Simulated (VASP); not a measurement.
```
PbSe
1.0
    0.00000     3.07742     3.07742
    3.07742     0.00000     3.07742
    3.07742     3.07742     0.00000
Pb Se
1 1
Cartesian
  0.00000   0.00000   0.00000
  3.07742   3.07742   3.07742
```

These are SCAN meta-GGA, VASP's PBE PAW potentials (set 64) (plane waves; VASP) values and carry that method's errors. Settings: 520 eV cut-off, 8×8×8 Γ-centred mesh, tetrahedra with Blöchl corrections, potentials Pb_d Se.

Unless said otherwise, spin-orbit coupling is left out, though it shifts the bands of the heavy elements here.

Q: Predict the energy per atom (σ→0), band gap (over mesh and band path) with the smallest direct gap where there is one.

A: 
| Property | Value |
|---|---|
| band gap (over mesh and band path) | 0.56 eV |
| smallest direct gap (over mesh and band path) | 0.56 eV |
| energy per atom (σ→0) | -48.472 eV/atom |

Total energies compare only between runs with the same potentials, cut-off and functional.

The compound is PbSe in the rock salt structure. It was relaxed first.
